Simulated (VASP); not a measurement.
VASP ran on this input.

KPOINTS:
```
Regular mesh
0
gamma
  1 1 1
0 0 0
```

INCAR:
```
! general
SYSTEM  = Ba
PREC    = Accurate
ENCUT   = 300
LREAL   = F
LASPH   = T

! electronic loop
EDIFF   = 1E-6   ! SCF stop (eV)
NELM    = 100
ALGO    = Normal
LMAXMIX = 4   ! l cut-off of mixed one-centre charges

! smearing
ISMEAR  = 0   ! Gaussian
SIGMA   = 0.1

! functional
GGA     = PE   ! PBE

! ions
ISIF    = 2   ! forces and stress, cell fixed

! output
LWAVE   = F
LCHARG  = F
```

POSCAR:
```
Ba
1
   -2.5079920000     2.5079920000     2.5079920000
    2.5079920000    -2.5079920000     2.5079920000
    2.5079920000     2.5079920000    -2.5079920000
Ba
1
Direct
  0.0000000000   0.0000000000   0.0000000000
```

POTCAR, in this order: Ba_sv (PBE.64 set). Program: vasp_std.

Q: Translate this PBE calculation to Ansatz.

A: One equivalent input (not run):
Ansatz 0.2 input:
```yaml
crystal:
  lattice:
    - [-2.5079920, 2.5079920, 2.5079920]
    - [2.5079920, -2.5079920, 2.5079920]
    - [2.5079920, 2.5079920, -2.5079920]
  atoms:
    - { symbol: Ba, position: [0.0000000, 0.0000000, 0.0000000] }
kpoints:
  mp_grid: { grid: [1, 1, 1] }
hamiltonian:
  xc: pbe
  pseudopotentials: { kind: paw }
scf:
  occupations: { method: gaussian, width: 0.1 }
  max_iter: 100
output: { forces: true, stress: true, eigenvalues: true }
```
The two are equivalent in intent, not identical: each code has its own PAW files, so the cut-off isn't converted (ENCUT is set for VASP's; basis.ecutwfc is left out, and Ansatz then takes the one that its files recommend); Ansatz stops its SCF on the density residual and VASP on the energy change (EDIFF).

The structure is a typed Ba crystal. The cell was not relaxed at this level. The k-mesh is coarse (spacing up to 1.77 per Å, 2π included), so the numbers may not be converged in it. The run is one of a series of settings (KPOINTS 1×1×1 Γ-centred mesh against the base run), some of them coarse on purpose.
